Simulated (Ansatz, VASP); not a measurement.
# WSe2 in two plane-wave programs, part 2 of 2

Wanted: the spread between two codes on one cell, functional and k mesh. Of the first pair: The structure shown is the end of the Ansatz relaxation below.

VASP 6.6.1 and Ansatz 0.2.0.

So far: Set-up; Ansatz: relaxation, LDA; VASP: single point, LDA, relaxed cell, pair 1; Differences.

**6. VASP: single point, LDA, start cell, pair 2**

Level of this step: LDA, no spin polarisation; plane waves and PAW (W, Se) (VASP).

The same cell, functional (in two slightly different forms) and mesh now go to VASP, with its own data sets.

Contents of INCAR:

```
SYSTEM = WSe2
PREC = Accurate
ENCUT = 520
EDIFF = 1E-06
NELM = 120
ISMEAR = 0
SIGMA = 0.01
LREAL = .FALSE.
ALGO = Normal
GGA = CA
NBANDS = 24
LASPH = .TRUE.
LORBIT = 11
LWAVE = .FALSE.
LCHARG = .FALSE.
ISIF = 2
GGA_COMPAT = .FALSE.
EFERMI = MIDGAP
KPAR = 2
```

Contents of POSCAR:

```
WSe2
1.0
    3.2660510000      0.0000000000      0.0000000000
   -1.6330260000      2.8284830000      0.0000000000
    0.0000000000      0.0000000000     12.8850870000
W Se
2 4
Direct
    0.3333335532      0.6666669024      0.2500000194
    0.6666669297      0.3333334512      0.7499999806
    0.3333335532      0.6666669024      0.6200017897
    0.6666669297      0.3333334512      0.1200018285
    0.3333335532      0.6666669024      0.8799981715
    0.6666669297      0.3333334512      0.3799982103
```

Contents of KPOINTS:

```
Automatic mesh
0
Gamma
9 9 2
0 0 0
```

Potentials, in the order of the species: W and Se (LDA family, release 64).

On the command line:

```bash
$ mpirun -np 2 vasp_std
```

Numbers of over 12 decimals in the logs are rounded to 6 here.

The program printed:

```text
[... set-up lines as in an earlier step ...]
 entering main loop
       N       E                     dE             d eps       ncg     rms          rms(c)
DAV:   1     0.177030253971E+03    0.17703E+03   -0.15734E+04  1152   0.131E+03
DAV:   2    -0.365258575315E+02   -0.21356E+03   -0.20615E+03  1576   0.250E+02
DAV:   3    -0.504589493327E+02   -0.13933E+02   -0.13835E+02  1528   0.631E+01
DAV:   4    -0.506964364975E+02   -0.23749E+00   -0.23694E+00  1504   0.872E+00
[...]
DAV:  12    -0.486496316565E+02    0.76807E-04   -0.31064E-04  1600   0.966E-02    0.274E-02
DAV:  13    -0.486496323954E+02   -0.73896E-06   -0.18871E-05  1472   0.242E-02    0.961E-03
DAV:  14    -0.486496321826E+02    0.21284E-06   -0.27175E-06  1248   0.798E-03
   1 F= -.48649632E+02 E0= -.48649632E+02  d E =0.000000E+00
```

From OUTCAR (step 6):

```text
  Total       -1.5468380     -1.5468379     -1.7482308      0.0000003      0.0000000      0.0000000
  in kB      -20.8205182    -20.8205162    -23.5312751      0.0000037      0.0000000      0.0000000
  external PRESSURE =     -21.7241031 kB  Pullay stress =       0.0000000 kB

 POSITION                                       TOTAL-FORCE (eV/Angst)
 -----------------------------------------------------------------------------------
     -0.00000      1.88566      3.22127         0.000000      0.000000     -0.000000
      1.63303      0.94283      9.66382        -0.000000      0.000000     -0.000000
     -0.00000      1.88566      7.98878        -0.000000      0.000000      0.233661
      1.63303      0.94283      1.54623         0.000000     -0.000000      0.233661
     -0.00000      1.88566     11.33885        -0.000000     -0.000000     -0.233661
      1.63303      0.94283      4.89631         0.000000     -0.000000     -0.233661
 -----------------------------------------------------------------------------------
    total drift:                               -0.000300     -0.000329     -0.000132

  FREE ENERGIE OF THE ION-ELECTRON SYSTEM (eV)
  ---------------------------------------------------
  free  energy   TOTEN  =       -48.6496321826 eV

  energy  without entropy=      -48.6496321826  energy(sigma->0) =      -48.64963218

[... 1 part as in an earlier step ...]

[... 2 further parts left out ...]
[key lines of the parts left out:]
E-fermi :   6.0212
```

The run ends at a pressure of -2.17 GPa, with forces up to 0.23 eV/Å.

**7. Comparison**

What differs besides the data sets and the points named for the pairs above, as far as they apply: the data sets hold 92 valence electrons in Ansatz (on its PAW soft_1 files) and 36 in VASP; the cutoff is 420 eV in Ansatz and 520 eV in VASP. Total energies have different zeros and are not compared.

Forces (eV/Å; atoms numbered as in POSCAR):

```tsv
atom	Ansatz x, y, z	VASP x, y, z
W1	0.000, 0.000, 0.000	0.000, 0.000, 0.000
W2	0.000, 0.000, 0.000	0.000, 0.000, 0.000
Se3	0.000, 0.000, 0.248	0.000, 0.000, 0.234
Se4	0.000, 0.000, 0.248	0.000, 0.000, 0.234
Se5	0.000, 0.000, -0.248	0.000, 0.000, -0.234
Se6	0.000, 0.000, -0.248	0.000, 0.000, -0.234
```

The forces differ by 6.9 meV/Å r.m.s., which is 6.2 % of the r.m.s. force of 0.110 eV/Å (both taken over all components).

**8. Ansatz: relaxation, LDA**

This run makes the geometry at which the two programs are then compared.

The structure compared here is the end of the Ansatz relaxation.

Contents of input.yaml:

```yaml
crystal:
  lattice:
    - [3.2660512261, 0.0, 0.0]
    - [-1.633025613, 2.8284833319, 0.0]
    - [0.0, 0.0, 12.8850870136]
  atoms:
    - { symbol: W, position: [0.3333333333, 0.6666666667, 0.25] }
    - { symbol: W, position: [0.6666666667, 0.3333333333, 0.75] }
    - { symbol: Se, position: [0.3333333333, 0.6666666667, 0.620001826] }
    - { symbol: Se, position: [0.6666666667, 0.3333333333, 0.120001826] }
    - { symbol: Se, position: [0.3333333333, 0.6666666667, 0.879998174] }
    - { symbol: Se, position: [0.6666666667, 0.3333333333, 0.379998174] }
kpoints:
  mp_grid: { grid: [9, 9, 2] }
hamiltonian:
  xc: lda
  pseudopotentials: { kind: paw, azcp: { folder: soft_1 }, xc_functional: pbe }
scf:
  occupations: { method: fixed }
output:
  forces: true
  stress: true
  eigenvalues: true
relax:
  adjacent_minimum: "off"
  f_tol: 0.001
  max_steps: 60
  cell: { stress_tol: 0.01, fix: [volume] }
```

On the command line:

```bash
$ ansatz run input.yaml --threads 8 --pin off --max-ram 15360MiB --backend cpu --events-out ev --progress --plain --runs-dir out
```

The program printed:

```text
[...]
Crystal: 6 atoms, lattice volume = 119.032 Å³
Basis set: ecut = 420 eV, 2371 PW (Γ)
Bands: 56, of which v1, the nominal top of the filled ones, is band 46 counted from 1 (45 counted from 0)
Symmetry: 24 space group operations
[...]
k-points: 24 of 162
[...]
- [3.255623, -2.877544163864065e-11, 0.0]
    - [-1.627811, 2.819452, 0.0]
    - [0.0, 0.0, 12.967768]
  atoms:
    - { symbol: W, position: [0.333333, 0.666667, 0.250000] }
    - { symbol: W, position: [0.666667, 0.333333, 0.750000] }
    - { symbol: Se, position: [0.333333, 0.666667, 0.621552] }
    - { symbol: Se, position: [0.666667, 0.333333, 0.121552] }
    - { symbol: Se, position: [0.333333, 0.666667, 0.878448] }
    - { symbol: Se, position: [0.666667, 0.333333, 0.378448] }
[key lines of the parts left out:]
SCF converged after 6 iterations
Free energy (F): -41798.073904 eV
Fermi energy:    12.579935 eV
P = ⅓ Tr σ = -0.5530 GPa (-5.530 kbar)
```

**9. VASP: single point, LDA, relaxed cell, pair 3**

The same cell, functional (in two slightly different forms) and mesh now go to VASP, with its own data sets.

INCAR: that of step 6 with these lines changed.

```diff
@@ -2,3 +2,3 @@
 PREC = Accurate
-ENCUT = 520
+ENCUT = 600
 EDIFF = 1E-06
```

Contents of POSCAR:

```
WSe2
1.0
    3.2556225540      0.0000000000      0.0000000000
   -1.6278112770      2.8194518369      0.0000000000
    0.0000000000      0.0000000000     12.9677683226
W Se
2 4
Direct
    0.3333333333      0.6666666667      0.2500000000
    0.6666666667      0.3333333333      0.7500000000
    0.3333333333      0.6666666667      0.6215524299
    0.6666666667      0.3333333333      0.1215524299
    0.3333333333      0.6666666667      0.8784475701
    0.6666666667      0.3333333333      0.3784475701
```

KPOINTS is that of step 6.

On the command line:

```bash
$ mpirun -np 2 vasp_std
```

The program printed:

```text
[... set-up lines as in an earlier step ...]
 entering main loop
       N       E                     dE             d eps       ncg     rms          rms(c)
DAV:   1     0.193923850562E+03    0.19392E+03   -0.17010E+04  1152   0.147E+03
DAV:   2    -0.350397664135E+02   -0.22896E+03   -0.22160E+03  1568   0.267E+02
DAV:   3    -0.503733143845E+02   -0.15334E+02   -0.15203E+02  1496   0.680E+01
DAV:   4    -0.506637281553E+02   -0.29041E+00   -0.28940E+00  1528   0.986E+00
[...]
DAV:  12    -0.486591923663E+02    0.75959E-04   -0.31070E-04  1608   0.975E-02    0.256E-02
DAV:  13    -0.486591935309E+02   -0.11646E-05   -0.19617E-05  1480   0.248E-02    0.797E-03
DAV:  14    -0.486591933737E+02    0.15719E-06   -0.29342E-06  1256   0.822E-03
   1 F= -.48659193E+02 E0= -.48659193E+02  d E =0.000000E+00
```

From OUTCAR (step 9):

```text
  Total       -0.3805651     -0.3805651     -0.2823985      0.0000000      0.0000000      0.0000000
  in kB       -5.1224244     -5.1224244     -3.8010974      0.0000000      0.0000000      0.0000000
  external PRESSURE =      -4.6819821 kB  Pullay stress =       0.0000000 kB

 POSITION                                       TOTAL-FORCE (eV/Angst)
 -----------------------------------------------------------------------------------
     -0.00000      1.87963      3.24194         0.000000     -0.000000     -0.000000
      1.62781      0.93982      9.72583         0.000000      0.000000     -0.000000
     -0.00000      1.87963      8.06015        -0.000000     -0.000000     -0.021165
      1.62781      0.93982      1.57626        -0.000000      0.000000     -0.021165
     -0.00000      1.87963     11.39150         0.000000     -0.000000      0.021165
      1.62781      0.93982      4.90762        -0.000000      0.000000      0.021165
 -----------------------------------------------------------------------------------
    total drift:                               -0.000000      0.000000     -0.000000

  FREE ENERGIE OF THE ION-ELECTRON SYSTEM (eV)
  ---------------------------------------------------
  free  energy   TOTEN  =       -48.6591933737 eV

  energy  without entropy=      -48.6591933737  energy(sigma->0) =      -48.65919337

[... 1 part as in an earlier step ...]

[... 2 further parts left out ...]
[key lines of the parts left out:]
E-fermi :   6.0246
```

The run ends at a pressure of -0.47 GPa, with forces up to 0.021 eV/Å.

**10. Side by side**

What differs besides the data sets and the points named for the pairs above, as far as they apply: the data sets hold 92 valence electrons in Ansatz (on its PAW soft_1 files) and 36 in VASP. Total energies have different zeros and are not compared.

Both answers:

```tsv
quantity	Ansatz	VASP	difference
pressure (GPa)	-0.55	-0.47	-0.08
gap on the k mesh (eV)	1.044	1.042	+0.002
```

At this near-relaxed geometry the largest component of a force difference is 21 meV/Å. A gap on the mesh is an upper bound, since the band edges may lie between its points; neither run holds spin-orbit coupling, which can move the band edges of a compound of W.

**11. What came out**

| Item | Value |
| --- | --- |
| difference in gap on the k mesh (single point, LDA, relaxed cell, pair 1) | 0.0037 eV |
| r.m.s. force difference (single point, LDA, relaxed cell, pair 1) | 11 meV/Å |
| r.m.s. force difference (single point, LDA, start cell, pair 2) | 6.9 meV/Å |
| difference in gap on the k mesh (single point, LDA, relaxed cell, pair 3) | 0.0022 eV |
| r.m.s. force difference (single point, LDA, relaxed cell, pair 3) | 10.0 meV/Å |

The r.m.s. force difference is 11 meV/Å (single point, LDA, relaxed cell, pair 1), within the 12 meV/Å picked in this series as the mark of a large difference. The data sets hold unlike numbers of valence electrons (92 in Ansatz and 36 in VASP), so part of the differences comes from the potentials. Such differences can come from data sets, numerical settings and the points named under the comparisons, not from the functional's error against experiment.

[Lines on the potential files, build, host, timing and source positions are cut from VASP's logs without a mark.]

[Logs are printed without paths, hosts, clocks, repeated set-up lines and the standing remarks that a program may print on its own settings, such as how far it seeks lower states.]

[Hosts, paths, dates, database ids (printed as entryN), source tags and the programs' standing remarks are cut or masked in the printed files.]
